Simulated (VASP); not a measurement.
Output of a VASP run:

### OSZICAR
```
       N       E                     dE             d eps       ncg     rms          rms(c)
DAV:   1     0.495205654087E+02    0.49521E+02   -0.87548E+03  1976   0.124E+03
DAV:   2    -0.556995076562E+01   -0.55091E+02   -0.54078E+02  1986   0.309E+02
DAV:   3    -0.893657019780E+01   -0.33666E+01   -0.31534E+01  2773   0.411E+01
DAV:   4    -0.907407891368E+01   -0.13751E+00   -0.13031E+00  2613   0.863E+00
DAV:   5    -0.907862628762E+01   -0.45474E-02   -0.45387E-02  2844   0.111E+00    0.231E+01
DAV:   6    -0.907267884672E+01    0.59474E-02   -0.31395E-02  3007   0.163E+00    0.138E+01
DAV:   7    -0.908084035750E+01   -0.81615E-02   -0.55587E-02  2999   0.220E+00    0.266E-01
DAV:   8    -0.908047209745E+01    0.36826E-03   -0.33709E-03  2536   0.477E-01    0.651E-02
DAV:   9    -0.908050130922E+01   -0.29212E-04   -0.25402E-04  2453   0.147E-01    0.343E-02
DAV:  10    -0.908049518848E+01    0.61207E-05   -0.51890E-05  2640   0.576E-02    0.479E-02
DAV:  11    -0.908049593679E+01   -0.74831E-06   -0.82990E-06  2476   0.230E-02    0.153E-03
DAV:  12    -0.908049624515E+01   -0.30836E-06   -0.67144E-07  2575   0.767E-03    0.422E-03
DAV:  13    -0.908049606455E+01    0.18059E-06   -0.81146E-08  1483   0.248E-03    0.408E-04
DAV:  14    -0.908049606259E+01    0.19650E-08   -0.13896E-08  1473   0.137E-03
   1 F= -.90804961E+01 E0= -.90795809E+01  d E =-.908050E+01
       N       E                     dE             d eps       ncg     rms          rms(c)
DAV:   1    -0.908291502969E+01   -0.24190E-02   -0.87046E-02  1976   0.223E+00    0.192E-01
DAV:   2    -0.908182520548E+01    0.10898E-02   -0.18346E-03  2581   0.457E-01    0.120E-01
DAV:   3    -0.908131140290E+01    0.51380E-03   -0.59669E-04  2538   0.203E-01    0.642E-02
DAV:   4    -0.908131468463E+01   -0.32817E-05   -0.11635E-04  2839   0.820E-02    0.298E-02
DAV:   5    -0.908131487357E+01   -0.18894E-06   -0.26712E-06  2701   0.126E-02    0.104E-02
DAV:   6    -0.908131470351E+01    0.17006E-06   -0.40941E-07  2587   0.508E-03    0.194E-03
DAV:   7    -0.908131468802E+01    0.15493E-07   -0.44105E-08  1228   0.197E-03
   2 F= -.90813147E+01 E0= -.90805128E+01  d E =-.818625E-03
       N       E                     dE             d eps       ncg     rms          rms(c)
DAV:   1    -0.908362406180E+01   -0.23094E-02   -0.10720E-01  1976   0.247E+00    0.213E-01
DAV:   2    -0.908226418821E+01    0.13599E-02   -0.22734E-03  2581   0.508E-01    0.134E-01
DAV:   3    -0.908162978389E+01    0.63440E-03   -0.73050E-04  2528   0.223E-01    0.744E-02
DAV:   4    -0.908163284376E+01   -0.30599E-05   -0.14316E-04  2865   0.910E-02    0.337E-02
DAV:   5    -0.908163302070E+01   -0.17693E-06   -0.30935E-06  2711   0.135E-02    0.109E-02
DAV:   6    -0.908163282311E+01    0.19758E-06   -0.51368E-07  2654   0.570E-03    0.201E-03
DAV:   7    -0.908163280984E+01    0.13270E-07   -0.56732E-08  1203   0.219E-03
   3 F= -.90816328E+01 E0= -.90809906E+01  d E =-.113675E-02
```

File OUTCAR:
```
------------------------ aborting loop because EDIFF is reached ----------------------------------------
  FORCE on cell =-STRESS in cart. coord.  units (eV):
  Direction    XX          YY          ZZ          XY          YZ          ZX
  --------------------------------------------------------------------------------------
  Total       -0.4850366     -0.4850365     -0.4834324     -0.0000000     -0.0000000      0.0000000
  in kB      -11.8994862    -11.8994847    -11.8601306     -0.0000000     -0.0000000      0.0000000
  external PRESSURE =     -11.8863672 kB  Pullay stress =       0.0000000 kB
  volume of cell :       65.31
      direct lattice vectors                 reciprocal lattice vectors
     1.820667242 -3.153487972 -0.000000000     0.274624593 -0.158554592  0.000000000
     1.820667242  3.153487972 -0.000000000     0.274624593  0.158554592  0.000000000
     0.000000000  0.000000000  5.687286794     0.000000000 -0.000000000  0.175830767
 POSITION                                       TOTAL-FORCE (eV/Angst)
 -----------------------------------------------------------------------------------
      1.82067      1.05116      1.42182         0.000000     -0.000000      0.000000
      1.82067     -1.05116      4.26547        -0.000000      0.000000     -0.000000
 -----------------------------------------------------------------------------------
    total drift:                                0.000003      0.000104     -0.000011
  FREE ENERGIE OF THE ION-ELECTRON SYSTEM (eV)
  ---------------------------------------------------
  free  energy   TOTEN  =        -9.0816328098 eV

  energy  without entropy=       -9.0797060981  energy(sigma->0) =       -9.08099057

 reached required accuracy - stopping structural energy minimisation
```
(Selected blocks of OUTCAR.)

File POSCAR:
```
Dy
1
    1.8286514537    -3.1673170203     0.0000000000
    1.8286514537     3.1673170203     0.0000000000
    0.0000000000     0.0000000000     5.6377318584
Dy
2
Direct
  0.3333330000   0.6666670000   0.2500000000
  0.6666670000   0.3333330000   0.7500000000
```

Q: Write an INCAR and KPOINTS that could have produced this output.

A: This is not unique; one that fits is the input of the run itself, PW91 GGA, plane waves, VASP's PBE PAW potentials (set 64).

### INCAR
```
SYSTEM = Dy
PREC = Accurate
ENCUT = 520
EDIFF = 1E-7
NELM = 100
ALGO = Normal
LREAL = .FALSE.
LASPH = .TRUE.
ISMEAR = 1
SIGMA = 0.1
GGA = 91
LMAXMIX = 6
LWAVE = .FALSE.
LCHARG = .FALSE.
ISIF = 4
IBRION = 2
NSW = 30
EDIFFG = -0.01
```

File KPOINTS:
```
Regular mesh
0
gamma
 12 12 7
0 0 0
```

POTCAR, in this order: Dy_3 (PBE.64 set). Program: vasp_std.

The 4f electrons are frozen in the core of the lanthanide potential, so 4f levels, which can set the real gap, and their magnetism are missing.

The compound is Dy in the hcp structure. This cell is one point of a volume scan, at 1.03 of the reference volume. Symmetry was kept, so distortions that lower it aren't found.
